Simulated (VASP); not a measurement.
VASP ran on this input.

INCAR:
```
SYSTEM=Si2Mo
PREC=Accurate; ENCUT=400; LREAL=.FALSE.
LASPH=.TRUE.
EDIFF=1E-6; NELM=100; ALGO=Normal
LMAXMIX=4; LMIXTAU=.TRUE.
ISMEAR=0; SIGMA=0.05
METAGGA=R2SCAN
IBRION=2; NSW=60; ISIF=3
EDIFFG=-0.02
LWAVE=.FALSE.; LCHARG=.FALSE.
```

POSCAR:
```
Si2Mo
1
    4.5738279449     0.0000000000     0.0000000000
   -2.2869139724     3.9610516807    -0.0000000000
    0.0000000000    -0.0000000000     6.5663406771
Si Mo
6 3
Direct
  0.1639541948   0.8360458052   0.8333330000
  0.3279083896   0.1639541948   0.1666670000
  0.1639541948   0.3279083896   0.5000000000
  0.8360458052   0.1639541948   0.8333330000
  0.6720916104   0.8360458052   0.1666670000
  0.8360458052   0.6720916104   0.5000000000
  0.5000000000   0.0000000000   0.5000000000
  0.5000000000   0.5000000000   0.8333330000
  0.0000000000   0.5000000000   0.1666670000
```

### KPOINTS
```
Automatic mesh
0
Gamma
5 5 3
```

POTCAR, in this order: Si Mo_sv (PBE.64 set). Program: vasp_std.

Task: Translate this r2SCAN calculation to Ansatz.

Result: One equivalent input (not run):
Ansatz 0.2 input:
```yaml
crystal:
  lattice:
    - [4.5738279, 0.0000000, 0.0000000]
    - [-2.2869140, 3.9610517, 0.0000000]
    - [0.0000000, 0.0000000, 6.5663407]
  atoms:
    - { symbol: Si, position: [0.1639542, 0.8360458, 0.8333330] }
    - { symbol: Si, position: [0.3279084, 0.1639542, 0.1666670] }
    - { symbol: Si, position: [0.1639542, 0.3279084, 0.5000000] }
    - { symbol: Si, position: [0.8360458, 0.1639542, 0.8333330] }
    - { symbol: Si, position: [0.6720916, 0.8360458, 0.1666670] }
    - { symbol: Si, position: [0.8360458, 0.6720916, 0.5000000] }
    - { symbol: Mo, position: [0.5000000, 0.0000000, 0.5000000] }
    - { symbol: Mo, position: [0.5000000, 0.5000000, 0.8333330] }
    - { symbol: Mo, position: [0.0000000, 0.5000000, 0.1666670] }
kpoints:
  mp_grid: { grid: [5, 5, 3] }
hamiltonian:
  xc: r2scan
  pseudopotentials: { kind: paw }
scf:
  occupations: { method: gaussian, width: 0.05 }
  max_iter: 100
relax:
  max_steps: 60
  f_tol: 0.02
  cell: {}
output: { forces: true, stress: true, eigenvalues: true }
```
What does not carry over: each code has its own PAW files, so the cut-off isn't converted (ENCUT is set for VASP's; basis.ecutwfc is left out, and Ansatz then takes the one that its files recommend); Ansatz stops its SCF on the density residual and VASP on the energy change (EDIFF).

The structure comes from a computed database's Si2Mo entry (P6_222); how it stands against other phases isn't given here. This run relaxes it. Symmetry was kept, so distortions that lower it aren't found. The start is the result of an earlier pass.
